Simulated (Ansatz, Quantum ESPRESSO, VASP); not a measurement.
**Code comparison for SrCaI4 (P1, 6 atoms in the cell)**

Self-consistent single point.

```xyz
6
Lattice="7.2807 0.0000 0.0000 0.0000 4.6621 0.0000 -0.0320 0.0000 8.1093" Properties=species:S:1:pos:R:3 pbc="T T T"
Sr     0.0097     0.0144    -0.0137
Ca    -0.0069     2.3315     4.0400
I      1.7228    -0.0063     2.8154
I      5.5198     0.0142     5.2933
I      1.7910     2.3332     6.6860
I      5.4452     2.3062     1.4521
```

Shared settings, as Ansatz (a program for electronic structure) writes them: kpoints.mp_grid.grid = 2 3 2; magnetization.spin_orbit = true; scf.occupations.method = fixed. Potentials and cutoffs stand in the table.

```csv
code,model,pressure (GPa),largest force (eV/Å),gap on the mesh (eV),cutoff
Quantum ESPRESSO,"PBEsol, spin-orbit coupling, PseudoDojo fully relativistic norm-conserving (PBESOL) pseudopotentials",-0.87,0.232,3.364,70 Ry
VASP,"PBEsol, spin-orbit coupling, VASP's PBE PAW potentials (set 64)",-0.83,0.216,3.364,300 eV
Ansatz,"PBEsol with spin-orbit coupling, PAW files made with PBE",-0.88,0.233,3.368,default
```

Size of the force on each atom (eV/Å): Sizes of forces hide their directions.

```csv
code,Sr1,Ca2,I3,I4,I5,I6
Quantum ESPRESSO,0.115,0.066,0.087,0.136,0.165,0.232
VASP,0.116,0.066,0.072,0.120,0.150,0.216
Ansatz,0.115,0.066,0.088,0.138,0.167,0.233
```

Gaps are read on the mesh.

The spread over the programs that give each value: pressure within 0.05 GPa; largest force within 0.017 eV/Å; gap on the mesh within 0.004 eV.

Ansatz's pressure is given at a fixed set of plane waves, as the other plane-wave codes print theirs.

VASP's run is marked for a possible Pulay error in its stress at this cutoff; no cutoff test was made.

VASP ran the fixed occupations as a Gaussian smearing of 0.01 eV.

The starting cell comes from a database of computed structures (which also holds hypothetical and non-ambient phases and stackings), without a prior relaxation at this level. Its atoms were displaced at random from the sites of space group no. 10.

Left out of this page: Elk (with a known weakness of the program); SIESTA (not drawn, or without a comparable value).

Keys are those of Ansatz 0.2.
